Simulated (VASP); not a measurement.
All values below come from r2SCAN meta-GGA, VASP's PBE PAW potentials (set 64) (plane waves; VASP).

VASP ran on this input.

File POSCAR:
```
SrVO3
1
    3.8333851631     0.0000000000    -0.0000000000
    0.0000000000     3.8333851631    -0.0000000000
    0.0000000000     0.0000000000     3.8333851631
Sr V O
1 1 3
Direct
  0.0000000000   0.0000000000   0.0000000000
  0.5000000000   0.5000000000   0.5000000000
  0.5000000000   0.0000000000   0.5000000000
  0.0000000000   0.5000000000   0.5000000000
  0.5000000000   0.5000000000   0.0000000000
```

### INCAR
```
! general
SYSTEM   =  SrVO3
PREC     =  Accurate
ENCUT    =  520
LREAL    =  .FALSE.
LASPH    =  .TRUE.

! electronic loop
EDIFF    =  1E-8
NELM     =  100
ALGO     =  Normal
LMAXMIX  =  4
LMIXTAU  =  .TRUE.

! smearing
ISMEAR   =  1
SIGMA    =  0.1

! functional
METAGGA  =  R2SCAN

! ions
IBRION   =  1
NSW      =  30
ISIF     =  2
EDIFFG   =  -0.001

! output
LWAVE    =  .FALSE.
LCHARG   =  .FALSE.
```

KPOINTS:
```
Automatic mesh
0
Gamma
  7 7 7
```

POTCAR, in this order: Sr_sv V_sv O (PBE.64 set). Program: vasp_std.

The run wrote:

OUTCAR:
```
 ion  position               nearest neighbor table
   1  0.000  0.000  0.000-   3 2.71   4 2.71   5 2.71   3 2.71   4 2.71   4 2.71   5 2.71   4 2.71
                             3 2.71   5 2.71   3 2.71   5 2.71   2 3.32   2 3.32   2 3.32   2 3.32
   2  0.500  0.500  0.500-   3 1.92   4 1.92   5 1.92   5 1.92   3 1.92   4 1.92   1 3.32   1 3.32
                             1 3.32   1 3.32   1 3.32   1 3.32   1 3.32   1 3.32
   3  0.500  0.000  0.500-   2 1.92   2 1.92   1 2.71   1 2.71   1 2.71   1 2.71
   4  0.000  0.500  0.500-   2 1.92   2 1.92   1 2.71   1 2.71   1 2.71   1 2.71
   5  0.500  0.500  0.000-   2 1.92   2 1.92   1 2.71   1 2.71   1 2.71   1 2.71
  LATTYP: Found a simple cubic cell.
 ALAT       =     3.8333851631
 Subroutine PRICEL returns:
 Original cell was already a primitive cell.
 Subroutine GETGRP returns: Found 48 space group operations
The static configuration has the point symmetry O_h .
The dynamic configuration has the point symmetry O_h .
 Subroutine INISYM returns: Found 48 space group operations
 Subroutine IBZKPT returns following result:
 Found     20 irreducible k-points:

 Following reciprocal coordinates:
            Coordinates               Weight
  0.000000  0.000000  0.000000      1.000000
  0.142857  0.000000  0.000000      6.000000
  0.285714  0.000000  0.000000      6.000000
  0.428571  0.000000  0.000000      6.000000
  0.142857  0.142857  0.000000     12.000000
  0.285714  0.142857  0.000000     24.000000
  0.428571  0.142857  0.000000     24.000000
  0.285714  0.285714  0.000000     12.000000
  0.428571  0.285714  0.000000     24.000000
  0.428571  0.428571  0.000000     12.000000
  0.142857  0.142857  0.142857      8.000000
  0.285714  0.142857  0.142857     24.000000
  0.428571  0.142857  0.142857     24.000000
  0.285714  0.285714  0.142857     24.000000
  0.428571  0.285714  0.142857     48.000000
  0.428571  0.428571  0.142857     24.000000
  0.285714  0.285714  0.285714      8.000000
  0.428571  0.285714  0.285714     24.000000
  0.428571  0.428571  0.285714     24.000000
...
```

OSZICAR:
```
       N       E                     dE             d eps       ncg     rms          rms(c)
DAV:   1     0.434004235220E+03    0.43400E+03   -0.24479E+04   960   0.183E+03
DAV:   2    -0.598106821239E+02   -0.49381E+03   -0.48999E+03  1240   0.508E+02
DAV:   3    -0.850804261956E+02   -0.25270E+02   -0.25180E+02  1016   0.129E+02
DAV:   4    -0.860058851767E+02   -0.92546E+00   -0.92423E+00  1728   0.201E+01
DAV:   5    -0.860138439037E+02   -0.79587E-02   -0.79988E-02  1136   0.149E+00    0.417E+01
DAV:   6    -0.634248298649E+02    0.22589E+02   -0.78702E+01  1336   0.781E+01    0.156E+01
DAV:   7    -0.622880817037E+02    0.11367E+01   -0.16070E+01  1088   0.381E+01    0.133E+01
DAV:   8    -0.626116393397E+02   -0.32356E+00   -0.45045E+00  1072   0.178E+01    0.361E+00
DAV:   9    -0.617157232698E+02    0.89592E+00   -0.14188E+00  1032   0.112E+01    0.144E+00
DAV:  10    -0.622872558397E+02   -0.57153E+00   -0.43254E-01  1016   0.558E+00    0.786E-01
DAV:  11    -0.623514169729E+02   -0.64161E-01   -0.30182E-02  1168   0.140E+00    0.376E-01
DAV:  12    -0.623527848432E+02   -0.13679E-02   -0.60782E-03  1080   0.559E-01    0.248E-01
DAV:  13    -0.623716985408E+02   -0.18914E-01   -0.77965E-03   976   0.951E-01    0.817E-02
DAV:  14    -0.623719056170E+02   -0.20708E-03   -0.21458E-04  1264   0.151E-01    0.511E-02
DAV:  15    -0.623719616975E+02   -0.56081E-04   -0.44985E-05  1256   0.570E-02    0.439E-02
DAV:  16    -0.623720100466E+02   -0.48349E-04   -0.60991E-05   976   0.792E-02    0.151E-02
DAV:  17    -0.623720204057E+02   -0.10359E-04   -0.84532E-06  1096   0.277E-02    0.739E-03
DAV:  18    -0.623720199740E+02    0.43173E-06   -0.75450E-07  1000   0.876E-03    0.436E-03
DAV:  19    -0.623720214367E+02   -0.14627E-05   -0.17746E-06  1072   0.147E-02    0.101E-03
DAV:  20    -0.623720215579E+02   -0.12122E-06   -0.24837E-07   960   0.597E-03    0.105E-03
DAV:  21    -0.623720216651E+02   -0.10717E-06   -0.70203E-08   992   0.313E-03    0.431E-04
DAV:  22    -0.623720216777E+02   -0.12635E-07   -0.11537E-08   496   0.123E-03    0.163E-04
DAV:  23    -0.623720216728E+02    0.48931E-08   -0.14494E-09   480   0.395E-04
   1 F= -.62372022E+02 E0= -.62370998E+02  d E =-.623720E+02
```

### OUTCAR
```
------------------------ aborting loop because EDIFF is reached ----------------------------------------
  FORCE on cell =-STRESS in cart. coord.  units (eV):
  Direction    XX          YY          ZZ          XY          YZ          ZX
  --------------------------------------------------------------------------------------
  Total       -0.0067658     -0.0067658     -0.0067658      0.0000000      0.0000000     -0.0000000
  in kB       -0.1924330     -0.1924330     -0.1924330      0.0000000      0.0000000     -0.0000000
  external PRESSURE =      -0.1924330 kB  Pullay stress =       0.0000000 kB
  volume of cell :       56.33
      direct lattice vectors                 reciprocal lattice vectors
     3.833385163  0.000000000  0.000000000     0.260866038  0.000000000  0.000000000
     0.000000000  3.833385163  0.000000000     0.000000000  0.260866038  0.000000000
     0.000000000  0.000000000  3.833385163     0.000000000  0.000000000  0.260866038
 POSITION                                       TOTAL-FORCE (eV/Angst)
 -----------------------------------------------------------------------------------
      0.00000      0.00000      0.00000         0.000000      0.000000      0.000000
      1.91669      1.91669      1.91669         0.000000      0.000000      0.000000
      1.91669      0.00000      1.91669         0.000000      0.000000      0.000000
      0.00000      1.91669      1.91669         0.000000      0.000000      0.000000
      1.91669      1.91669      0.00000         0.000000      0.000000      0.000000
 -----------------------------------------------------------------------------------
    total drift:                                0.000000      0.000000     -0.000000
  FREE ENERGIE OF THE ION-ELECTRON SYSTEM (eV)
  ---------------------------------------------------
  free  energy   TOTEN  =       -62.3720216728 eV

  energy  without entropy=      -62.3689517179  energy(sigma->0) =      -62.37099835

 reached required accuracy - stopping structural energy minimisation
```
(Selected blocks of OUTCAR.)

The compound is SrVO3 in the cubic perovskite structure. It was relaxed first. The start is the result of an earlier pass. The run is not spin-polarised, so no magnetic state was tried. The electron count is odd and the run is not spin-polarised, which forces a metal.
